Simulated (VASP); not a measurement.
Method: rev-vdW-DF2, VASP's PBE PAW potentials (set 64) (plane waves; VASP 6.6.1).

VASP ran on this input.

**INCAR**
```
# general
SYSTEM    =  Se
PREC      =  Accurate
ENCUT     =  520
LREAL     =  .FALSE.   # projection in real space or not
LASPH     =  .TRUE.
ICHARG    =  11   # fixed density

# electronic loop
EDIFF     =  1E-7   # SCF stop (eV)
NELM      =  100
ALGO      =  Normal   # blocked Davidson
LMAXMIX   =  4   # l cut-off of mixed one-centre charges

# smearing
ISMEAR    =  0   # Gaussian
SIGMA     =  0.05   # width (eV)

# functional
GGA       =  MK
LUSE_VDW  =  .TRUE.
AGGAC     =  0.0
PARAM1    =  0.1234568
PARAM2    =  0.7114
ZAB_VDW   =  -1.8867

# output
LWAVE     =  .FALSE.
LCHARG    =  .FALSE.
LORBIT    =  11   # lm-projected
```

KPOINTS:
```
k-points along high-symmetry lines
10
Line-mode
Reciprocal
  0.000000   0.000000   0.000000 ! GAMMA
  0.500000   0.000000   0.000000 ! M

  0.500000   0.000000   0.000000 ! M
  0.333333   0.333333   0.000000 ! K

  0.333333   0.333333   0.000000 ! K
  0.000000   0.000000   0.000000 ! GAMMA

  0.000000   0.000000   0.000000 ! GAMMA
  0.000000   0.000000   0.500000 ! A

  0.000000   0.000000   0.500000 ! A
  0.500000   0.000000   0.500000 ! L

  0.500000   0.000000   0.500000 ! L
  0.333333   0.333333   0.500000 ! H

  0.333333   0.333333   0.500000 ! H
  0.000000   0.000000   0.500000 ! A

  0.500000   0.000000   0.500000 ! L
  0.500000   0.000000   0.000000 ! M

  0.333333   0.333333   0.500000 ! H
  0.333333   0.333333   0.000000 ! K
```

POSCAR:
```
Se
10.3346660
  0.1990371254  -0.3447424127   0.0000000000
  0.1990371254   0.3447424127   0.0000000000
  0.0000000000   0.0000000000   0.4999999806
Se
3
Cart
  0.0490057228   0.0848804015   0.3333334870
  0.3000628053  -0.0000000000   0.0000000000
  0.0490057228  -0.0848804015   0.1666664935
```

POTCAR, in this order: Se (PBE.64 set). Program: vasp_std. Read from the step before: CHGCAR.

Output of the run:

### OSZICAR
```
       N       E                     dE             d eps       ncg     rms          rms(c)
DAV:   1     0.935674203758E+02    0.93567E+02   -0.74860E+03  2340   0.116E+03
DAV:   2     0.399605500767E+00   -0.93168E+02   -0.89615E+02  3209   0.178E+02
DAV:   3    -0.571743559844E+01   -0.61170E+01   -0.60631E+01  2730   0.528E+01
DAV:   4    -0.577781471066E+01   -0.60379E-01   -0.60282E-01  2735   0.613E+00
DAV:   5    -0.577831778268E+01   -0.50307E-03   -0.50303E-03  2865   0.550E-01
DAV:   6    -0.577832564216E+01   -0.78595E-05   -0.78593E-05  2845   0.645E-02
DAV:   7    -0.577832582074E+01   -0.17858E-06   -0.17858E-06  2885   0.824E-03
DAV:   8    -0.577832582520E+01   -0.44543E-08   -0.45027E-08  2240   0.124E-03
   1 F= -.57783258E+01 E0= -.57783258E+01  d E =-.104465E-10
```

File OUTCAR:
```
 val. band max:        3.3013994961   @ k =   0.3704   0.2593   0.5000

 cond. band min:       3.7529894822   @ k =   0.3333   0.3333   0.5000



 k-point     1 :       0.0000    0.0000    0.0000
  band No.  band energies     occupation
      1     -12.4652      2.00000
      2      -8.5807      2.00000
      3      -8.5807      2.00000
      4      -0.2489      2.00000
      5      -0.1189      2.00000
      6      -0.1188      2.00000
      7       1.4860      2.00000
      8       1.4860      2.00000
      9       2.7859      2.00000
     10       4.6935      0.00000
     11       4.6935      0.00000
     12       5.2926      0.00000
     13       9.7070      0.00000

 k-point     2 :       0.0556    0.0000    0.0000
  band No.  band energies     occupation
      1     -12.4459      2.00000
      2      -8.5901      2.00000
      3      -8.5767      2.00000
      4      -0.4688      2.00000
      5      -0.2153      2.00000
      6      -0.0545      2.00000
      7       1.5186      2.00000
      8       1.6336      2.00000
      9       2.7846      2.00000
     10       4.6336      0.00000
     11       4.6876      0.00000
     12       5.2929      0.00000
     13       9.6387      0.00000

 k-point     3 :       0.1111    0.0000    0.0000
  band No.  band energies     occupation
      1     -12.3888      2.00000
      2      -8.6198      2.00000
      3      -8.5653      2.00000
      4      -0.8408      2.00000
      5      -0.4222      2.00000
      6      -0.0686      2.00000
      7       1.5983      2.00000
      8       1.9127      2.00000
      9       2.7434      2.00000
     10       4.5367      0.00000
     11       4.6802      0.00000
     12       5.3091      0.00000
     13       9.5682      0.00000

 k-point     4 :       0.1667    0.0000    0.0000
  band No.  band energies     occupation
      1     -12.2970      2.00000
      2      -8.6735      2.00000
      3      -8.5472      2.00000
      4      -1.2202      2.00000
...
```

The density is held fixed in this step, so its total energy and stress have no physical meaning.

The compound is Se in the trig structure. It was relaxed first, which changed the volume by -7 %.
